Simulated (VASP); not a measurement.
B₆As (space group R-3m): computed properties

Method: r2SCAN meta-GGA, VASP's PBE PAW potentials (set 64) (plane waves; VASP 6.6.1).

```
Quantity                                                                                                               Result
---------------------------------------------  ------------------------------------------------------------------------------
space group                                                                                                        R-3m (166)
cell                                           a = 6.1354 Å, b = 6.1354 Å, c = 11.8980 Å, α = 90.00°, β = 90.00°, γ = 120.00°
volume per atom                                                                                                 9.24 Å^3/atom
band gap (over mesh and band path)                                                                                    2.88 eV
smallest direct gap (over mesh and band path)                                                                         2.97 eV
band-edge character                                                                                          indirect, T to L
density                                                                                                            3.59 g/cm³
```

```xyz
14
Lattice="3.0677 1.7711 3.9660 -3.0677 1.7711 3.9660 0.0000 -3.5423 3.9660" Properties=species:S:1:pos:R:3 pbc="T T T"
B      0.0000    -1.0971     1.4091
B      0.0000     1.0971    10.4889
B      0.9502     0.5486     1.4091
B     -0.9502    -0.5486    10.4889
B     -0.9502     0.5486     1.4091
B      0.9502    -0.5486    10.4889
B      1.6846    -0.9726     7.5995
B     -1.6846     0.9726     4.2985
B      0.0000     1.9452     7.5995
B      0.0000    -1.9452     4.2985
B     -1.6846    -0.9726     7.5995
B      1.6846     0.9726     4.2985
As     0.0000     0.0000     7.1440
As     0.0000     0.0000     4.7540
```

The structure comes from a computed database's B6As entry (R-3m); how it stands against other phases isn't given here. It was relaxed first. Symmetry was kept, so distortions that lower it aren't found.
